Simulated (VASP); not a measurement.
Calculation: optB88-vdW, VASP's PBE PAW potentials (set 64) (plane waves; VASP).

VASP ran on this input.

### INCAR
```
# general
SYSTEM   = TiCo
PREC     = Accurate
ENCUT    = 520   # plane-wave cut-off (eV)
LREAL    = .FALSE.
LASPH    = .TRUE.   # aspherical one-centre terms

# electronic loop
EDIFF    = 1E-7
NELM     = 100
ALGO     = Normal
LMAXMIX  = 4

# smearing
ISMEAR   = 1
SIGMA    = 0.1   # width (eV)

# functional
GGA      = BO
LUSE_VDW = .TRUE.
AGGAC    = 0.0
PARAM1   = 0.1833333333
PARAM2   = 0.22

# ions
ISIF     = 2   # forces and stress, cell fixed

# output
LWAVE    = .FALSE.
LCHARG   = .FALSE.
```

### KPOINTS
```
Automatic
0
G
 12 12 12
0 0 0
```

File POSCAR:
```
TiCo
2.9295740
  0.9999998494   0.0000000000   0.0000000000
  0.0000000000   0.9999998494   0.0000000000
  0.0000000000   0.0000000000   0.9999998494
Ti Co
1 1
Direct
  0.0000000000   0.0000000000   0.0000000000
  0.5000000000   0.5000000000   0.5000000000
```

POTCAR, in this order: Ti_sv Co (PBE.64 set). Program: vasp_std.

Q: What will the output report for the number of irreducible k-points (NKPTS), largest plane-wave count, number of space-group operations, FFT grid (NGX, NGY, NGZ)?

A: 
```json
{
 "number of irreducible k-points (NKPTS)": "84",
 "largest_plane_wave_count": "693",
 "number_of_space_group_operations": "48",
 "FFT grid (NGX, NGY, NGZ)": "24 × 24 × 24"
}
```

The compound is TiCo in the CsCl type structure. This cell is one point of a volume scan, at 0.97 of the reference volume. The run is not spin-polarised, so no magnetic state was tried. The electron count is odd and the run is not spin-polarised, which forces a metal.
